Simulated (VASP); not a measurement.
These are PBE GGA, VASP's PBE PAW potentials (set 64) (plane waves; VASP) values and carry that method's errors.

The input files of a VASP run:

File KPOINTS:
```
K-points
0
Gamma
  9 9 9
```

File POSCAR:
```
SiC
1
    0.0000000000     2.2236000000     2.2236000000
    2.2236000000     0.0000000000     2.2236000000
    2.2236000000     2.2236000000     0.0000000000
Si C
1 1
Direct
  0.0000000000   0.0000000000   0.0000000000
  0.2500000000   0.2500000000   0.2500000000
```

**INCAR**
```
ALGO = Normal
EDIFF = 1E-6
ENCUT = 520
GGA = PE
ISIF = 2
ISMEAR = 0
LASPH = .True.
LCHARG = .False.
LREAL = .False.
LWAVE = .False.
NELM = 100
PREC = Accurate
SIGMA = 0.05
SYSTEM = SiC
```

POTCAR, in this order: Si C (PBE.64 set). Program: vasp_std.

Output

File OSZICAR:
```
       N       E                     dE             d eps       ncg     rms          rms(c)
DAV:   1     0.525675242711E+01    0.52568E+01   -0.37763E+03   568   0.810E+02
DAV:   2    -0.162872211523E+02   -0.21544E+02   -0.20220E+02   816   0.105E+02
DAV:   3    -0.167231535192E+02   -0.43593E+00   -0.43593E+00   616   0.185E+01
DAV:   4    -0.167249225934E+02   -0.17691E-02   -0.17691E-02   912   0.128E+00
DAV:   5    -0.167249232648E+02   -0.67141E-06   -0.67141E-06   632   0.193E-02    0.821E+00
DAV:   6    -0.150755704689E+02    0.16494E+01   -0.74926E+00   584   0.151E+01    0.357E+00
DAV:   7    -0.150389866828E+02    0.36584E-01   -0.27016E-01   880   0.380E+00    0.166E+00
DAV:   8    -0.150317271151E+02    0.72596E-02   -0.17826E-02   568   0.123E+00    0.170E-01
DAV:   9    -0.150320168635E+02   -0.28975E-03   -0.92633E-04   896   0.252E-01    0.104E-01
DAV:  10    -0.150321377775E+02   -0.12091E-03   -0.24675E-04   784   0.120E-01    0.226E-02
DAV:  11    -0.150321384599E+02   -0.68240E-06   -0.55713E-05   688   0.445E-02    0.608E-03
DAV:  12    -0.150321385857E+02   -0.12583E-06   -0.21441E-06   560   0.112E-02
   1 F= -.15032139E+02 E0= -.15032139E+02  d E =-.114504E-14
```

OUTCAR:
```
------------------------ aborting loop because EDIFF is reached ----------------------------------------
  FORCE on cell =-STRESS in cart. coord.  units (eV):
  Direction    XX          YY          ZZ          XY          YZ          ZX
  --------------------------------------------------------------------------------------
  Total       -1.2253349     -1.2253349     -1.2253349      0.0000000      0.0000000     -0.0000000
  in kB      -89.2823026    -89.2823026    -89.2823026      0.0000000      0.0000000     -0.0000000
  external PRESSURE =     -89.2823026 kB  Pullay stress =       0.0000000 kB
  volume of cell :       21.99
      direct lattice vectors                 reciprocal lattice vectors
     0.000000000  2.223600000  2.223600000    -0.224860586  0.224860586  0.224860586
     2.223600000  0.000000000  2.223600000     0.224860586 -0.224860586  0.224860586
     2.223600000  2.223600000  0.000000000     0.224860586  0.224860586 -0.224860586
  FREE ENERGIE OF THE ION-ELECTRON SYSTEM (eV)
  ---------------------------------------------------
  free  energy   TOTEN  =       -15.0321385857 eV

  energy  without entropy=      -15.0321385857  energy(sigma->0) =      -15.03213859
```
(Selected blocks of OUTCAR.)

The compound is SiC in the zinc blende structure. The cell was not relaxed at this level.
